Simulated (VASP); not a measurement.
HgS (zinc blende), at 0.96 of the tabulated volume:

```
HgS
1.0
    0.00000     2.88547     2.88547
    2.88547     0.00000     2.88547
    2.88547     2.88547     0.00000
Hg S
1 1
Direct
  0.00000   0.00000   0.00000
  0.25000   0.25000   0.25000
```

The highest filled band near Γ, direction [100], from mBJ (TB09) with spin-orbit coupling in VASP (PAW); its two spin partners are averaged. The gap over the points computed is 0.59 eV, and the next band on that side lies 0.16 eV away at the edge.

Numerical set-up: 400 eV cut-off, 9×9×9 Γ-centred mesh, Gaussian smearing of 0.050 eV, potentials Hg S.

```csv
distance from the edge in k (1/Å),distance in energy (meV)
0.018,5.4
0.025,9.9
0.035,18.0
0.050,32.2
```

Problem. Fit E(1 + αE) = ħ²k²/2m* (ħ²/2m0 = 3.810 eV Å²) and predict the row at 0.070 1/Å.

Solution. Least squares on the energies gives the hole mass m* = 0.215 m0 and α = 11.72 per eV, and so 53.5 meV. The run gave 52.5 meV, -1.0 meV from the fit.

Left out are points under 3 meV from the edge, since the levels carry 0.1 meV, and points farther than half the way to the next band.

The compound is HgS in the zinc blende structure, metacinnabar; cinnabar is the stable form. The cell was not relaxed at this level.
